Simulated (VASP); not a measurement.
Level of theory: PBE GGA, VASP's PBE PAW potentials (set 64) (plane waves; VASP).

VASP ran on this input.

File POSCAR:
```
MoS2
1.0
  5.7031410000   0.0000000000   0.0000000000
  0.0000000000   5.7031410000   0.0000000000
  0.0000000000   0.0000000000   3.6728520000
Mo S
2 4
Cart
  0.0000000000   0.0000000000   0.0000000000
  2.8515705000   2.8515705000   1.8364260000
  1.7392298794   1.7392298794   0.0000000000
  4.5908003794   1.1123406206   1.8364260000
  1.1123406206   4.5908003794   1.8364260000
  3.9639111206   3.9639111206   0.0000000000
```

**INCAR**
```
# general
SYSTEM  = MoS2
PREC    = Accurate
ENCUT   = 300
LREAL   = .FALSE.   # projection in real space or not
LASPH   = .TRUE.   # aspherical one-centre terms

# electronic loop
EDIFF   = 1E-6   # SCF stop (eV)
NELM    = 100   # most electronic steps
ALGO    = Normal   # blocked Davidson
LMAXMIX = 4   # l cut-off of mixed one-centre charges

# smearing
ISMEAR  = 0
SIGMA   = 0.2   # width (eV)

# functional
GGA     = PE

# ions
ISIF    = 2

# output
LWAVE   = .FALSE.
LCHARG  = .FALSE.
```

KPOINTS:
```
Automatic mesh
0
Gamma
3 3 5
0 0 0
```

POTCAR, in this order: Mo_sv S (PBE.64 set). Program: vasp_std.

Output of the run:

**OUTCAR**
```
 ion  position               nearest neighbor table
   1  0.000  0.000  0.000-   4 2.42   5 2.42   4 2.42   5 2.42   3 2.46   6 2.46
   2  0.500  0.500  0.500-   3 2.42   6 2.42   3 2.42   6 2.42   5 2.46   4 2.46
   3  0.305  0.305  0.000-   2 2.42   2 2.42   1 2.46
   4  0.805  0.195  0.500-   1 2.42   1 2.42   2 2.46
   5  0.195  0.805  0.500-   1 2.42   1 2.42   2 2.46
   6  0.695  0.695  0.000-   2 2.42   2 2.42   1 2.46
  LATTYP: Found a simple tetragonal cell.
 ALAT       =     5.7031410000
 C/A-ratio  =     0.6440051193
 Subroutine PRICEL returns:
 Original cell was already a primitive cell.
 Subroutine GETGRP returns: Found 16 space group operations
The static configuration has the point symmetry D_2h.
 The point group associated with its full space group is D_4h.
The dynamic configuration has the point symmetry D_2h.
 Subroutine INISYM returns: Found 16 space group operations
 Subroutine IBZKPT returns following result:
 Found      9 irreducible k-points:

 Following reciprocal coordinates:
            Coordinates               Weight
  0.000000  0.000000  0.000000      1.000000
  0.333333  0.000000  0.000000      4.000000
  0.333333  0.333333  0.000000      4.000000
...
```

### OSZICAR
```
       N       E                     dE             d eps       ncg     rms          rms(c)
DAV:   1     0.292294022534E+03    0.29229E+03   -0.21165E+04   678   0.103E+03
DAV:   2    -0.273970806602E+02   -0.31969E+03   -0.31284E+03   736   0.303E+02
DAV:   3    -0.439205671640E+02   -0.16523E+02   -0.16270E+02   694   0.619E+01
DAV:   4    -0.443012994387E+02   -0.38073E+00   -0.37994E+00   675   0.948E+00
DAV:   5    -0.443087485790E+02   -0.74491E-02   -0.74434E-02   702   0.123E+00    0.273E+01
DAV:   6    -0.417867239223E+02    0.25220E+01   -0.30233E+01   566   0.275E+01    0.122E+01
DAV:   7    -0.409276807923E+02    0.85904E+00   -0.15440E+01   566   0.174E+01    0.900E+00
DAV:   8    -0.405330670781E+02    0.39461E+00   -0.15033E+00   588   0.691E+00    0.161E+00
DAV:   9    -0.405422430028E+02   -0.91759E-02   -0.91292E-02   797   0.130E+00    0.652E-01
DAV:  10    -0.405395617153E+02    0.26813E-02   -0.20913E-02   667   0.816E-01    0.196E-01
DAV:  11    -0.405395997539E+02   -0.38039E-04   -0.13368E-03   687   0.211E-01    0.562E-02
DAV:  12    -0.405396191429E+02   -0.19389E-04   -0.98936E-05   775   0.499E-02    0.153E-02
DAV:  13    -0.405396289581E+02   -0.98152E-05   -0.14136E-05   599   0.198E-02    0.439E-03
DAV:  14    -0.405396293893E+02   -0.43116E-06   -0.60902E-07   405   0.432E-03
   1 F= -.40539629E+02 E0= -.40463072E+02  d E =-.153114E+00
```

**OUTCAR**
```
------------------------ aborting loop because EDIFF is reached ----------------------------------------
  FORCE on cell =-STRESS in cart. coord.  units (eV):
  Direction    XX          YY          ZZ          XY          YZ          ZX
  --------------------------------------------------------------------------------------
  Total       -1.4350376     -1.4350376     -7.2788658      0.0000000      0.0000000      0.0000000
  in kB      -19.2460771    -19.2460771    -97.6208646      0.0000000      0.0000000      0.0000000
  external PRESSURE =     -45.3710062 kB  Pullay stress =       0.0000000 kB
  volume of cell :      119.46
      direct lattice vectors                 reciprocal lattice vectors
     5.703141000  0.000000000  0.000000000     0.175341974  0.000000000  0.000000000
     0.000000000  5.703141000  0.000000000     0.000000000  0.175341974  0.000000000
     0.000000000  0.000000000  3.672852000     0.000000000  0.000000000  0.272267981
 POSITION                                       TOTAL-FORCE (eV/Angst)
 -----------------------------------------------------------------------------------
      0.00000      0.00000      0.00000         0.000000     -0.000000      0.000000
      2.85157      2.85157      1.83643         0.000000     -0.000000      0.000000
      1.73923      1.73923      0.00000        -0.397682     -0.397682     -0.000000
      4.59080      1.11234      1.83643        -0.397682      0.397682      0.000000
      1.11234      4.59080      1.83643         0.397682     -0.397682     -0.000000
      3.96391      3.96391      0.00000         0.397682      0.397682      0.000000
 -----------------------------------------------------------------------------------
    total drift:                                0.000000     -0.000000     -0.000000
  FREE ENERGIE OF THE ION-ELECTRON SYSTEM (eV)
  ---------------------------------------------------
  free  energy   TOTEN  =       -40.5396293893 eV

  energy  without entropy=      -40.3865154560  energy(sigma->0) =      -40.46307242
```
(Selected blocks of OUTCAR.)

At this cut-off the stress carries a Pulay error, which pulls relaxed volumes low.

The structure was generated: MoS2 was put into an ordered model structure, which need not be its known phase. The cell was not relaxed at this level, and its volume differs by -5.9 % from the start's. The k-mesh is coarse (spacing up to 0.37 per Å, 2π included), so the numbers may not be converged in it.
